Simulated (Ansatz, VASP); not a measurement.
# ZnO (ZnO (P6_3mc)) in two plane-wave programs

Wanted: the spread between two codes on one cell, functional and k mesh. The cell is taken from a series of runs on this material, whose earlier steps may have relaxed, scaled, displaced or heated it; both programs get it as it stands.

Program: Ansatz 0.2.0. Level of theory: plane waves, with VASP 6.6.1 beside it; single point at PBE0. Results are calculated unless marked as measured.

## Step 1: The structure

The structure is hexagonal, space group P6_3mc (No. 186). The conventional cell has a = 3.280 Å, b = 3.280 Å, c = 5.293 Å, α = 90.00°, β = 90.00°, γ = 120.00°. Zn has 4 O at 2.00 to 2.01 Å nearest. Nearest to O lie 4 Zn at 2.00 to 2.01 Å. Farther neighbours and most contacts between anions are not listed.

## Step 2: VASP: single point, PBE0

With cell and atoms fixed, the geometry can't cause a difference; cores, projectors, grids and the points listed under the comparison can.

Lines of VASP's logs that name or quote its potential files are left out, and so is its time.

The run reads the wave functions of an earlier VASP run, which isn't shown here.

Input file INCAR:

```
SYSTEM = ZnO
PREC = Accurate
ENCUT = 520
EDIFF = 1E-06
NELM = 100
ISMEAR = 0
SIGMA = 0.01
LREAL = .FALSE.
ALGO = Normal
LHFCALC = .TRUE.
AEXX = 0.25
GGA = PE
LASPH = .TRUE.
NBANDS = 24
PRECFOCK = Fast
LORBIT = 11
LWAVE = .FALSE.
LCHARG = .FALSE.
KPAR = 2
NCORE = 2
ISIF = 2
```

Input file POSCAR:

```
ZnO
1.0
    3.2795199733      0.0000000000      0.0000000000
   -1.6397599867      2.8401476100      0.0000000000
    0.0000000000      0.0000000000      5.2932510450
Zn O
2 2
Direct
    0.3333333333      0.6666666667      0.4999671030
    0.6666666667      0.3333333333      0.9999671030
    0.6666666667      0.3333333333      0.3790428970
    0.3333333333      0.6666666667      0.8790428970
```

Input file KPOINTS:

```
Automatic mesh
0
Gamma
3 3 2
0 0 0
```

PAW data sets: Zn and O (PBE family, release 64).

The run is started by

```sh
$ mpirun -np 4 vasp_std
```

Numbers of over 12 decimals in the logs are rounded to 6 here.

Output:

```text
[banner, memory and clock lines left out]
running    4 mpi-ranks, on    1 nodes
 distrk:  each k-point on    2 cores,    2 groups
 distr:  one band on    2 cores,    1 groups

 POSCAR found type information on POSCAR ZnO
 POSCAR found :  2 types and       4 ions
 LDA part: xc-table for (Slater+PW92), standard interpolation
 found WAVECAR, reading the header
 POSCAR, INCAR and KPOINTS ok, starting setup
 FFT: planning ... GRIDC
 FFT: planning ... GRID_SOFT
 FFT: planning ... GRID
 reading WAVECAR
 the WAVECAR file was read successfully
 initial charge from wavefunction
 entering main loop
       N       E                     dE             d eps       ncg     rms          rms(c)
DAV:   1    -0.239048390034E+02   -0.23905E+02   -0.10803E+00   360   0.373E+01    0.220E+00
DAV:   2    -0.239001432338E+02    0.46958E-02   -0.48775E-01   352   0.114E+01    0.810E-01
DAV:   3    -0.239001345542E+02    0.86796E-05   -0.44251E-02   384   0.359E+00    0.422E-01
DAV:   4    -0.239002620843E+02   -0.12753E-03   -0.49897E-03   312   0.541E-01    0.238E-01
DAV:   5    -0.238999905568E+02    0.27153E-03   -0.22793E-04   384   0.250E-01    0.138E-01
DAV:   6    -0.238998978466E+02    0.92710E-04   -0.69124E-05   424   0.130E-01    0.810E-02
DAV:   7    -0.238998694734E+02    0.28373E-04   -0.19764E-05   368   0.455E-02    0.482E-02
DAV:   8    -0.238998603371E+02    0.91362E-05   -0.54480E-06   296   0.242E-02    0.285E-02
DAV:   9    -0.238998570887E+02    0.32484E-05   -0.14285E-06   208   0.117E-02    0.168E-02
DAV:  10    -0.238998558770E+02    0.12117E-05   -0.65554E-07   184   0.811E-03    0.997E-03
DAV:  11    -0.238998553732E+02    0.50381E-06   -0.19882E-07   160   0.469E-03
   1 F= -.23899855E+02 E0= -.23899855E+02  d E =-.150525E-48
```

Parts of OUTCAR (step 2):

```text
ion  position               nearest neighbor table
   1  0.333  0.667  0.500-   3 2.00   3 2.00   3 2.00   4 2.01
   2  0.667  0.333  1.000-   4 2.00   4 2.00   4 2.00   3 2.01
   3  0.667  0.333  0.379-   1 2.00   1 2.00   1 2.00   2 2.01
   4  0.333  0.667  0.879-   2 2.00   2 2.00   2 2.00   1 2.01

  LATTYP: Found a hexagonal cell.
 ALAT       =     3.2795199733
 C/A-ratio  =     1.6140322633

 Subroutine GETGRP returns: Found 12 space group operations
 (whereof  6 operations were pure point group operations)

The static configuration has the point symmetry C_3v.
 The point group associated with its full space group is C_6v.

 Found      6 irreducible k-points:

   k-points           NKPTS =      6   k-points in BZ     NKDIM =     18   number of bands    NBANDS=     24

   dimension x,y,z NGX =    24 NGY =   24 NGZ =   40
   dimension x,y,z NGXF=    48 NGYF=   48 NGZF=   80

   ENCUT  =  520.0 eV  38.22 Ry    6.18 a.u.   6.10  6.10  9.84*2*pi/ulx,y,z

   NELECT =      36.0000    total number of electrons

 k-points in reciprocal lattice and weights: Automatic mesh
   0.00000000  0.00000000  0.00000000       0.056
   0.33333333 -0.00000000  0.00000000       0.333
   0.33333333  0.33333333  0.00000000       0.111
   0.00000000  0.00000000  0.50000000       0.056
   0.33333333 -0.00000000  0.50000000       0.333
   0.33333333  0.33333333  0.50000000       0.111

  exchange ACFDT corr.  =         0.00000000  see jH, gK, PRB 81, 115126

 average (electrostatic) potential at core
       1 -28.1532       2 -28.1532       3 -66.5791       4 -66.5791

 E-fermi :  -0.6568

 k-point     1 :       0.0000    0.0000    0.0000
  band No.  band energies     occupation
    ...
     14      -1.5620      2.00000
     15      -1.5620      2.00000
     16      -0.7964      2.00000
     17      -0.7593      2.00000
     18      -0.7593      2.00000
     19       2.4591      0.00000
     20       7.1056      0.00000
     21      10.1664      0.00000
     22      14.8669      0.00000
     23      14.8669      0.00000
    ...

 k-point     2 :       0.3333   -0.0000    0.0000
  band No.  band energies     occupation
    ...
     14      -4.1797      2.00000
     15      -3.2246      2.00000
     16      -2.6326      2.00000
     17      -1.5691      2.00000
     18      -1.3627      2.00000
     19       6.0286      0.00000
     20       9.4374      0.00000
     21       9.7616      0.00000
     22      10.7837      0.00000
     23      13.0338      0.00000
    ...

 k-point     3 :       0.3333    0.3333    0.0000
  band No.  band energies     occupation
    ...
     14      -4.5304      2.00000
     15      -4.5304      2.00000
     16      -2.7486      2.00000
     17      -2.7486      2.00000
     18      -2.5230      2.00000
     19       9.3535      0.00000
     20       9.7153      0.00000
     21       9.7153      0.00000
     22       9.9818      0.00000
     23      12.7437      0.00000
    ...

  Total       -0.9685703     -0.9685703     -1.3546290      0.0000000     -0.0000000      0.0000000
  in kB      -31.4751685    -31.4751686    -44.0207341      0.0000000     -0.0000000      0.0000000
  external PRESSURE =     -35.6570237 kB  Pullay stress =       0.0000000 kB

  energy-cutoff  :      520.00
  volume of cell :       49.30
      direct lattice vectors                 reciprocal lattice vectors
     3.279519973  0.000000000  0.000000000     0.304922674  0.176047188  0.000000000
    -1.639759987  2.840147610  0.000000000     0.000000000  0.352094376  0.000000000
     0.000000000  0.000000000  5.293251045     0.000000000  0.000000000  0.188919813

 POSITION                                       TOTAL-FORCE (eV/Angst)
 -----------------------------------------------------------------------------------
     -0.00000      1.89343      2.64645         0.000000     -0.000000      0.005208
      1.63976      0.94672      5.29308        -0.000000      0.000000      0.005208
      1.63976      0.94672      2.00637         0.000000      0.000000     -0.005208
     -0.00000      1.89343      4.65299        -0.000000     -0.000000     -0.005208
 -----------------------------------------------------------------------------------
    total drift:                               -0.000010     -0.000002     -0.001664

  FREE ENERGIE OF THE ION-ELECTRON SYSTEM (eV)
  ---------------------------------------------------
  free  energy   TOTEN  =       -23.8998553732 eV

  energy  without entropy=      -23.8998553732  energy(sigma->0) =      -23.89985537

 total charge
# of ion       s       p       d       tot
------------------------------------------
    1        0.410   0.454   9.927  10.790
    2        0.410   0.454   9.927  10.790
    3        1.546   3.487   0.000   5.034
    4        1.546   3.487   0.000   5.034
--------------------------------------------------
tot          3.913   7.882  19.854  31.648

[... 3 further parts left out ...]
```

The k-mesh is coarse for unscreened exact exchange, which converges slowly with it.

## Step 3: Ansatz: single point, PBE0

Ansatz runs on its default PAW (the set named soft_2) files.

The same cell, functional and mesh now go to Ansatz.

Input file input.yaml:

```yaml
crystal:
  lattice:
    - [3.279519973333, 0.0, 0.0]
    - [-1.639759986667, 2.84014761, 0.0]
    - [0.0, 0.0, 5.293251045]
  atoms:
    - { symbol: Zn, position: [0.3333333333333, 0.6666666666667, 0.499967103] }
    - { symbol: Zn, position: [0.6666666666667, 0.3333333333333, -3.2897e-05] }
    - { symbol: O, position: [0.6666666666667, 0.3333333333333, 0.379042897] }
    - { symbol: O, position: [0.3333333333333, 0.6666666666667, 0.879042897] }
basis:
  ecutwfc: 420.0
  ecutrho_ratio: 4
  xc_grid: 2
  fft_grid_basis: typed
  precision: f64
kpoints:
  mp_grid: { grid: [3, 3, 2] }
  band_path: { path: [VBM, CBM], npoints: 1 }
hamiltonian:
  xc: pbe0
  pseudopotentials: { kind: paw }
scf:
  max_iter: 120
  occupations: { method: fixed }
output:
  forces: true
checkpoint:
  write: "../host.point.run"
  compress: false
  write_wavefunctions: true
  write_every: 100000
```

The run is started by

```sh
$ ansatz run input.yaml --threads 4 --pin off --max-ram 14131MiB --backend cpu --events-out ev --progress --plain --runs-dir out
```

Output:

```text
Engine: ansatz 0.2.0, aarch64-unknown-linux-gnu
Pseudopotentials: kind: paw
Pseudopotential: Zn, paw, valence charge 12, recommended cutoff 420 eV (normal), Zn.paw.azcp
Pseudopotential: O, paw, valence charge 6, recommended cutoff 420 eV (normal), O.paw.azcp
Functional definition: PBE0
  parameter a = 0.25
  parameter kappa = 0.804
  parameter beta = 0.066725
  exchange = (1 - a)*pbe_x(kappa = kappa, mu = beta*pi^2/3) + a*exact_x
  correlation = pbe_c(beta = beta)
davidson cushion auto → on  (no smearing: the cushion is to keep the highest requested band from converging to the state above it; pin scf.eigensolver.cushion to override)
Crystal: 4 atoms, lattice volume = 49.303 Å³
Basis set: ecut = 420 eV, 989 PW (Γ), exchange–correlation on 48×48×72 points (8 copies of the dense FFT grid, shifted against one another)
Bands: 22, of which v1, the nominal top of the filled ones, is band 18 counted from 1 (17 counted from 0)
Symmetry: 12 space group operations
Space group: P63mc (ITA 186), of the structure as read, at distance tolerance 3.7e-5 Å
k-points: 6 of 18
Non-local potential: Zn, projectors of the file, l = 0: 2, l = 1: 2, l = 2: 3, l = 3: 1
Non-local potential: O, projectors of the file, l = 0: 2, l = 1: 2, l = 2: 1
PAW form: soft (Blöchl's): semilocal exchange-correlation on the pseudo side does not see the compensation charge
PAW frozen core: Zn, regenerated for the run's functional, and the local potential with it (the file was generated under x = pbe(κ = 0.804, μ = 0.219515), c = pbe(β = 0.066725))
PAW frozen core: O, regenerated for the run's functional, and the local potential with it (the file was generated under x = pbe(κ = 0.804, μ = 0.219515), c = pbe(β = 0.066725))
PAW one-centre angular grid: Zn, 590 points (default); XC on 64 Gauss nodes
PAW one-centre angular grid: O, 110 points (default); XC on 64 Gauss nodes
Initial density: superposition of atomic densities (neutral atoms: chi_scale 0, normalization atom), corrected by the library's trained network
Initial wavefunctions: pseudopotential atomic-orbital guess
Functional: x = pbe(κ = 0.804, μ = 0.219515), c = pbe(β = 0.066725), warm-up for x = 0.75 pbe(κ = 0.804, μ = 0.219515) + 0.25 exact, c = pbe(β = 0.066725)
SCF iter   1: F=—  HF=-7773.581952 eV  |F-HF|=—  |Δ(HF+E_count)|=         —  Δρ=3.92e-3  dr2=5.20e-3  ethr=1.77e-3  ⟨swp⟩=8.7  Hψ=650  notcnv=0
preconditioner: auto → none  [insulator: Δε(μ)=0.759 eV  Ē_g=12.465 eV  n_scr=22 (ndim 8)  ℏωp=31.7 eV  f_vac=0.043]
SCF iter   2: F=—  HF=-7773.581577 eV  |F-HF|=—  |Δ(HF+E_count)|=   3.74e-4  Δρ=2.13e-3  dr2=1.15e-3  ethr=1.45e-5  ⟨swp⟩=4.2  Hψ=451  notcnv=0  defer=1
iter 3 solved again at ethr=2.19e-7 eV; its pass at ethr=3.20e-6 eV (dr2=7.88e-5 eV) is discarded
SCF iter   3: F=—  HF=-7773.581283 eV  |F-HF|=—  |Δ(HF+E_count)|=   2.95e-4  Δρ=6.08e-4  dr2=7.92e-5  ethr=2.19e-7  ⟨swp⟩=3.5  Hψ=696  notcnv=0
SCF iter   4: F=-7773.581323 eV  HF=-7773.581356 eV  |F-HF|=3.30e-5  |Δ(HF+E_count)|=   7.31e-5  Δρ=3.15e-4  dr2=3.16e-5  ethr=2.19e-7  ⟨swp⟩=3.0  Hψ=356  notcnv=0
SCF 1 stopped early in 4 iterations: F = -7773.581323 eV  dr2 = 3.16e-5
  greatest PAW one-centre occupation: 0.987 electrons in one spin orbital (limit 2), on the Zn atom at site 0 (counted from 0), in its partial waves of l = 2
Initial density: handed on by an earlier stage of this run
Initial wavefunctions: those handed on with the density
Functional: x = 0.75 pbe(κ = 0.804, μ = 0.219515) + 0.25 exact, c = pbe(β = 0.066725)
Frozen-core exchange: fock
SCF iter   1: F=—  HF=-7773.647983 eV  |F-HF|=—  |Δ(HF+E_count)|=         —  Δρ=2.38e-2  dr2=1.51e-1  ethr=8.77e-7  ⟨swp⟩=7.0  Hψ=738  notcnv=0
preconditioner: auto → none  [insulator: Δε(μ)=3.280 eV  Ē_g=16.206 eV  n_scr=22 (ndim 8)  ℏωp=31.7 eV  f_vac=0.046]
SCF iter   2: F=—  HF=-7773.600112 eV  |F-HF|=—  |Δ(HF+E_count)|=   4.79e-2  Δρ=3.97e-3  dr2=7.64e-3  ethr=8.77e-7  ⟨swp⟩=5.0  Hψ=592  notcnv=0
SCF iter   3: F=—  HF=-7773.622315 eV  |F-HF|=—  |Δ(HF+E_count)|=   2.22e-2  Δρ=5.72e-3  dr2=8.61e-3  ethr=8.77e-7  ⟨swp⟩=4.7  Hψ=550  notcnv=0
SCF iter   4: F=—  HF=-7773.620875 eV  |F-HF|=—  |Δ(HF+E_count)|=   1.44e-3  Δρ=2.12e-3  dr2=1.03e-3  ethr=8.77e-7  ⟨swp⟩=4.0  Hψ=487  notcnv=0
SCF iter   5: F=—  HF=-7773.622362 eV  |F-HF|=—  |Δ(HF+E_count)|=   1.49e-3  Δρ=1.34e-3  dr2=6.15e-4  ethr=8.77e-7  ⟨swp⟩=3.3  Hψ=432  notcnv=0
SCF iter   6: F=—  HF=-7773.622182 eV  |F-HF|=—  |Δ(HF+E_count)|=   1.80e-4  Δρ=4.90e-4  dr2=1.31e-4  ethr=8.77e-7  ⟨swp⟩=3.2  Hψ=425  notcnv=0
SCF iter   7: F=-7773.622144 eV  HF=-7773.622147 eV  |F-HF|=2.50e-6  |Δ(HF+E_count)|=   3.47e-5  Δρ=4.86e-5  dr2=5.26e-6  ethr=3.03e-7  ⟨swp⟩=3.0  Hψ=326  notcnv=0
SCF 2 stopped early in 7 iterations: F = -7773.622144 eV  dr2 = 5.26e-6
  Residual-converged pass: ⟨swp⟩=4.2  Hψ=454  notcnv=0  max |occ|·‖R‖ = 6.4e-6 eV (tolerance 6.7e-6 eV)  dr2=5.14e-6  dr2_onsite=3.40e-8  max |Δocc| = 0.0e0
  greatest PAW one-centre occupation: 0.989 electrons in one spin orbital (limit 2), on the Zn atom at site 1 (counted from 0), in its partial waves of l = 2
hybrid outer 1: dexx = +3.100e-2 eV, tail = 1.01e-4 eV
Frozen-core exchange: fock
SCF iter   1: F=—  HF=-7773.620995 eV  |F-HF|=—  |Δ(HF+E_count)|=         —  Δρ=1.14e-4  dr2=4.24e-6  ethr=1.41e-6  ⟨swp⟩=3.2  Hψ=313  notcnv=0
preconditioner: auto → none  [insulator: Δε(μ)=3.199 eV  Ē_g=15.969 eV  n_scr=22 (ndim 8)  ℏωp=31.7 eV  f_vac=0.056]
SCF iter   2: F=—  HF=-7773.620997 eV  |F-HF|=—  |Δ(HF+E_count)|=   1.84e-6  Δρ=2.08e-5  dr2=4.39e-7  ethr=1.06e-8  ⟨swp⟩=4.0  Hψ=496  notcnv=0
SCF iter   3: F=—  HF=-7773.620998 eV  |F-HF|=—  |Δ(HF+E_count)|=   1.59e-6  Δρ=1.95e-5  dr2=1.30e-7  ethr=3.23e-10  ⟨swp⟩=4.2  Hψ=544  notcnv=0  defer=2
SCF iter   4: F=—  HF=-7773.620998 eV  |F-HF|=—  |Δ(HF+E_count)|=   7.74e-8  Δρ=3.27e-6  dr2=9.26e-9  ethr=2.69e-10  ⟨swp⟩=4.0  Hψ=435  notcnv=0
SCF iter   5: F=—  HF=-7773.620998 eV  |F-HF|=—  |Δ(HF+E_count)|=   4.16e-8  Δρ=4.34e-6  dr2=5.76e-9  ethr=6.95e-12  ⟨swp⟩=4.5  Hψ=450  notcnv=0  defer=2
SCF iter   6: F=-7773.620998 eV  HF=-7773.620998 eV  |F-HF|=9.37e-11  |Δ(HF+E_count)|=   2.00e-9  Δρ=5.79e-7  dr2=2.87e-10  ethr=6.95e-12  ⟨swp⟩=3.7  Hψ=440  notcnv=0
SCF 3 converged in 6 iterations: F = -7773.620998 eV  dr2 = 2.87e-10
  Residual-converged pass: ⟨swp⟩=2.3  Hψ=259  notcnv=0  max |occ|·‖R‖ = 4.1e-7 eV (tolerance 4.7e-7 eV)  dr2=2.87e-10  dr2_onsite=7.13e-11  max |Δocc| = 0.0e0
  greatest PAW one-centre occupation: 0.989 electrons in one spin orbital (limit 2), on the Zn atom at site 0 (counted from 0), in its partial waves of l = 2
hybrid outer 2: dexx = +1.674e-6 eV, tail = 3.55e-8 eV, Δε = 5.16e-3 eV (about 1.29e-4 eV left of the loop's levels), ΔF = 9.63e-4 eV/Å (tail 3.40e-4)
NSCF: frozen V_eff on 28 k-points
NSCF: frozen V_eff on 28 k-points
[...]
hybrid SCF converged: 2 outer / 13 inner (+4 warm-up), last move |dexx| = 1.67e-6 eV, tail = 3.55e-8 eV
Stability not checked: this state was not tested for a lower state beside it, because the functional holds exact exchange (a hybrid, or Hartree-Fock), whose exchange loop this test does not read (fock_operator; see scf.lower_state_search)
Free energy (F): -7773.620998 eV
Frozen-core exchange: fock
Harris-Foulkes:  -7773.620998 eV  (|F-HF|=9.37e-11)
Internal energy: -7773.620998 eV  (E = F + TS)
E sigma→0 (E₀):  -7773.620998 eV
Fermi energy:    5.058516 eV
--- Per-component energies (eV) ---
  E_band       = -37.180493
  E_kinetic    = 611.592397
  E_local      = -4077.513805  (includes V_loc(G=0)·N_el)
  E_nonlocal   = 1342.016733
  E_hartree    = 1684.851881
  E_xc         = -321.792696
  E_vxc        = -222.412083  (∫ρ·V_xc dr)
  E_exx        = -137.542752  (= α·E_x^exact, valence–valence)
  E_paw        = -3948.102478  (= ΣΔE_a)
  E_vpaw       = -785.485860  (= ΣTr[D̂ρ^β])
  E_aug_tail   = 0.004147  (compensation charges beyond the density's cutoff)
  E_ewald      = -2928.244450
  E_core_change = 1.110025  (= ΣΔE_core)
  E_smearing   = -0.000000  (= −TS)
  E_closure    = -0.000000  (closes the sum)
  Σ components = -7773.620998   (vs F -7773.620998, Δ=0.00e0)
--- Forces (eV/Å), atoms counted from 1 ---
  atom   1  Zn     0.00000000    -0.00000000     0.00409891
  atom   2  Zn    -0.00000000     0.00000000     0.00409891
  atom   3  O      0.00000000    -0.00000000    -0.00408945
  atom   4  O     -0.00000000     0.00000000    -0.00408945
  max |Σ_I F_I| component: 1.89e-5 eV/Å
--- Band table (eV; the first three rows and the last of 6) ---
  k-point 0: bands = [... 14 lower, 4.2585, 5.0180, 5.0585, 5.0585, 8.2582, 12.9225]
  k-point 1: bands = [... 14 lower, 4.6627, 4.6627, 4.6627, 4.6627, 10.9877, 10.9877]
  k-point 2: bands = [... 14 lower, 2.5795, 3.1926, 4.2472, 4.4567, 11.8364, 15.2545]
  k-point 5: bands = [... 14 lower, 2.2451, 2.2451, 3.8500, 3.8500, 15.6001, 15.6001]
  guard bands above this table: 2 of the run's 22 bands. The solve was not asked for them (output.publish_guard_bands: true or output.eigenvalues: true publishes all)
```

## Step 4: Differences

Known differences besides the potentials themselves: exact exchange at q = 0 is treated differently, which shows on coarse meshes; VASP keeps PBE cores, Ansatz makes them for the functional; fixed occupations in Ansatz, narrow Gaussian smearing in VASP; the cutoff is 420 eV in Ansatz and 520 eV in VASP; VASP takes a coarser grid for exact exchange (PRECFOCK = Fast). Total energies have different zeros and are not compared.

Compared:

```csv
quantity,Ansatz,VASP,difference
gap on the k mesh (eV),3.200,3.218,-0.019
```

A gap on the mesh is an upper bound, since the band edges may lie between its points.

## Step 5: Outcome

- difference in gap on the k mesh (single point, PBE0): -0.019 eV

What this shows: The difference in gap on the k mesh is -0.019 eV (single point, PBE0), within the 0.08 eV picked in this series as the mark of a large difference. How closely two codes agree says nothing of how well the functional describes the real material.

[Lines on the potential files, build, host, timing and source positions are cut from VASP's logs without a mark.]

[Logs are printed without paths, hosts, clocks, repeated set-up lines and the standing remarks that a program may print on its own settings, such as how far it seeks lower states.]

[Hosts, paths, dates, database ids (printed as entryN), source tags and the programs' standing remarks are cut or masked in the printed files.]
